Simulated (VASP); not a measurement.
Input:

```yaml
crystal:
  lattice:
    - [2.01116, -3.48342, 0.00000]
    - [2.01116, 3.48342, 0.00000]
    - [0.00000, 0.00000, 5.08708]
  atoms:
    - { symbol: Te, position: [0.33333, 0.66667, 0.26376] }
    - { symbol: Te, position: [0.66667, 0.33333, 0.73624] }
    - { symbol: Pt, position: [0.00000, 0.00000, 0.00000] }
```

Method: LDA (Ceperley-Alder, Perdew-Zunger), VASP's LDA PAW potentials (set 64) (plane waves; VASP). Run with 500 eV cut-off, 9×9×6 Γ-centred mesh, first-order Methfessel-Paxton smearing of 0.10 eV, potentials Te Pt.

Unless said otherwise, spin-orbit coupling is left out, though it shifts the bands of the heavy elements here.

Task: What does the run give for the energy per atom (σ→0), band gap (on the k-mesh) with the smallest direct gap where there is one?

Result: 
The band gap (on the k-mesh) is none (metal, semimetal or under 0.01 eV) and the energy per atom (σ→0) comes out as -5.464 eV/atom.

The compound is PtTe2 in the 1T layered structure. It was relaxed first.
